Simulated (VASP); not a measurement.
The system is Si3Ge.

```
CELL_PARAMETERS angstrom
3.85855 0.00000 0.00000
0.00000 3.85855 0.00000
0.00000 0.00000 5.51395
ATOMIC_POSITIONS crystal
Si 0.50000 0.00000 0.75480
Si 0.50000 0.50000 0.00000
Si 0.00000 0.50000 0.24520
Ge 0.00000 0.00000 0.50000
```

The cell was built by a generator and needn't be a form met in nature.

The cell isn't the ideal one: epitaxial_xy strain -0.8%.

Base run:

| Property | Result |
| --- | --- |
| Program | VASP 6.6.1 |
| Functional | PBE |
| Potentials or basis | VASP PAW PBE potentials, release 64 (Si, Ge_d) |
| Cutoff | 520 eV |
| k mesh | 6 × 6 × 6 |
| Occupations | fermi-dirac, width 0.02 eV |
| Spin | no spin polarisation |

Its results: band gap on the k mesh 0.30 eV, indirect (least direct gap 0.65 eV); pressure 2.6 GPa; largest force 0.089 eV/Å.

The run is repeated on the same cell with these changes: functional from PBE to r2SCAN; occupations from fermi-dirac, width 0.02 eV to gaussian, width 0.01 eV. What comes out?

Band gap on the k mesh 0.49 eV, indirect (least direct gap 0.87 eV); pressure 0.8 GPa; largest force 0.021 eV/Å.

Caveats: the PAW data sets were made with another functional, which shifts forces and pressure a little (some runs).

A k mesh can miss the band edges.

Not every run made on this cell is shown here.
